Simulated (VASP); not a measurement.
Data:

```yaml
crystal:
  lattice:
    - [0.00000, 2.62039, 2.62039]
    - [2.62039, 0.00000, 2.62039]
    - [2.62039, 2.62039, 0.00000]
  atoms:
    - { symbol: Ge, position: [0.00000, 0.00000, 0.00000] }
    - { symbol: S, position: [0.25000, 0.25000, 0.25000] }
```

Computed with PBEsol GGA, VASP's PBE PAW potentials (set 64) (plane waves; VASP). Numerical set-up: 500 eV cut-off, 12×12×12 Γ-centred mesh, first-order Methfessel-Paxton smearing of 0.10 eV, potentials Ge_d S.

Q: Estimate the energy per atom (σ→0), pressure, band gap (on the k-mesh) with the smallest direct gap where there is one.

A: 
| Quantity | Value |
|---|---|
| band gap (on the k-mesh) | none (metal, semimetal or under 0.01 eV) |
| energy per atom (σ→0) | -3.948 eV/atom |
| pressure | 29.84 GPa |

The absolute energy has meaning only against runs of the same code, potentials and settings.

The structure was generated: GeS was put into the zinc blende type (F-43m), which need not be its known phase. It was relaxed first under an external pressure of 30 GPa.
